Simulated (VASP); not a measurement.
All values below come from RPBE GGA, VASP's PBE PAW potentials (set 64) (plane waves; VASP).

VASP ran on this input.

File KPOINTS:
```
k-points along high-symmetry lines
15
Line-mode
Reciprocal
  0.000000   0.000000   0.000000 ! GAMMA
  0.500000   0.000000   0.500000 ! X

  0.500000   0.000000   0.500000 ! X
  0.625000   0.250000   0.625000 ! U

  0.375000   0.375000   0.750000 ! K
  0.000000   0.000000   0.000000 ! GAMMA

  0.000000   0.000000   0.000000 ! GAMMA
  0.500000   0.500000   0.500000 ! L

  0.500000   0.500000   0.500000 ! L
  0.500000   0.250000   0.750000 ! W

  0.500000   0.250000   0.750000 ! W
  0.500000   0.000000   0.500000 ! X
```

### POSCAR
```
KBr
1
    0.0000000000     3.4618801290     3.4618801290
    3.4618801290     0.0000000000     3.4618801290
    3.4618801290     3.4618801290     0.0000000000
K Br
1 1
Direct
  0.0000000000   0.0000000000   0.0000000000
  0.5000000000   0.5000000000   0.5000000000
```

### INCAR
```
ALGO = Normal
EDIFF = 1E-7
ENCUT = 520
GGA = RP
ICHARG = 11
ISMEAR = 0
LASPH = .True.
LCHARG = .False.
LMAXMIX = 4
LORBIT = 11
LREAL = .False.
LWAVE = .False.
NELM = 100
PREC = Accurate
SIGMA = 0.05
SYSTEM = KBr
```

POTCAR, in this order: K_sv Br (PBE.64 set). Program: vasp_std. Read from the step before: CHGCAR.

**Question.** What will the output report for the number of irreducible k-points (NKPTS), largest plane-wave count, number of space-group operations, FFT grid (NGX, NGY, NGZ)?

**Answer.** 
| Quantity | Value |
|---|---|
| number of irreducible k-points (NKPTS) | 90 |
| largest plane-wave count | 2252 |
| number of space-group operations | 48 |
| FFT grid (NGX, NGY, NGZ) | 36 × 36 × 36 |

The compound is KBr in the rock salt structure. It was relaxed first, which changed the volume by +15 %.
